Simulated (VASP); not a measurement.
Calculation: PBE GGA with D4 dispersion, VASP's PBE PAW potentials (set 64) (plane waves; VASP).

The input files of a VASP run:

**POSCAR**
```
Eu
3.782020
 -0.5773502512   0.5773502512   0.5773502512
  0.5773502512  -0.5773502512   0.5773502512
  0.5773502512   0.5773502512  -0.5773502512
Eu
1
Cart
  0.0000000000   0.0000000000   0.0000000000
```

**KPOINTS**
```
Automatic mesh
0
Gamma
12 12 12
0 0 0
```

### INCAR
```
PREC  =  Accurate
LMAXMIX  =  6   ! l cut-off of mixed one-centre charges
LASPH  =  .True.   ! aspherical one-centre terms
GGA  =  PE   ! PBE
EDIFF  =  1E-7
ENCUT  =  520   ! plane-wave cut-off (eV)
ISIF  =  2
ISMEAR  =  1   ! Methfessel-Paxton
LREAL  =  .False.   ! projection in real space or not
ALGO  =  Normal
SIGMA  =  0.1
NELM  =  100   ! most electronic steps
SYSTEM  =  Eu
LWAVE  =  .False.
IVDW  =  13   ! D4
LCHARG  =  .False.
```

POTCAR, in this order: Eu_2 (PBE.64 set). Program: vasp_std.

Output of the run:

OSZICAR:
```
       N       E                     dE             d eps       ncg     rms          rms(c)
DAV:   1     0.101800540198E+02    0.10180E+02   -0.38091E+03  1184   0.828E+02
DAV:   2    -0.163847415023E+01   -0.11819E+02   -0.11612E+02  1664   0.107E+02
DAV:   3    -0.183023364340E+01   -0.19176E+00   -0.17240E+00  1480   0.972E+00
DAV:   4    -0.183304889929E+01   -0.28153E-02   -0.28152E-02  1920   0.153E+00
DAV:   5    -0.183305623848E+01   -0.73392E-05   -0.73393E-05  1536   0.667E-02    0.721E+00
DAV:   6    -0.184735830164E+01   -0.14302E-01   -0.16114E-03  1728   0.468E-01    0.430E+00
DAV:   7    -0.185580481324E+01   -0.84465E-02   -0.37952E-03  1720   0.673E-01    0.613E-02
DAV:   8    -0.185582867926E+01   -0.23866E-04   -0.11824E-04  1896   0.927E-02    0.187E-02
DAV:   9    -0.185583462468E+01   -0.59454E-05   -0.91847E-06  1856   0.264E-02    0.629E-03
DAV:  10    -0.185583441672E+01    0.20795E-06   -0.15075E-06  1752   0.969E-03    0.108E-03
DAV:  11    -0.185583450449E+01   -0.87762E-07   -0.28891E-08   968   0.155E-03
   1 F= -.20430000E+01 E0= -.20429289E+01  d E =-.213044E-03
```

File OUTCAR:
```
------------------------ aborting loop because EDIFF is reached ----------------------------------------
  Edisp (eV):   -0.18717
  FORCE on cell =-STRESS in cart. coord.  units (eV):
  Direction    XX          YY          ZZ          XY          YZ          ZX
  --------------------------------------------------------------------------------------
  Total       0.02780     0.02780     0.02780     0.00000     0.00000     0.00000
  in kB       1.06971     1.06971     1.06971     0.00000     0.00000     0.00000
  external pressure =        1.07 kB  Pullay stress =        0.00 kB
  volume of cell :       41.64
      direct lattice vectors                 reciprocal lattice vectors
    -2.183550197  2.183550197  2.183550197     0.000000000  0.228984889  0.228984889
     2.183550197 -2.183550197  2.183550197     0.228984889  0.000000000  0.228984889
     2.183550197  2.183550197 -2.183550197     0.228984889  0.228984889  0.000000000
 POSITION                                       TOTAL-FORCE (eV/Angst)
 -----------------------------------------------------------------------------------
      0.00000      0.00000      0.00000         0.000000      0.000000     -0.000000
 -----------------------------------------------------------------------------------
    total drift:                                0.000000     -0.000000      0.000000
  FREE ENERGIE OF THE ION-ELECTRON SYSTEM (eV)
  ---------------------------------------------------
  free  energy   TOTEN  =        -2.0429999632 eV

  energy  without entropy=       -2.0427869191  energy(sigma->0) =       -2.04292895
```
(Selected blocks of OUTCAR.)

The 4f electrons are frozen in the core of the lanthanide potential, so 4f levels, which can set the real gap, and their magnetism are missing.

The compound is Eu in the bcc structure. It was relaxed first, which changed the volume by -13 %.
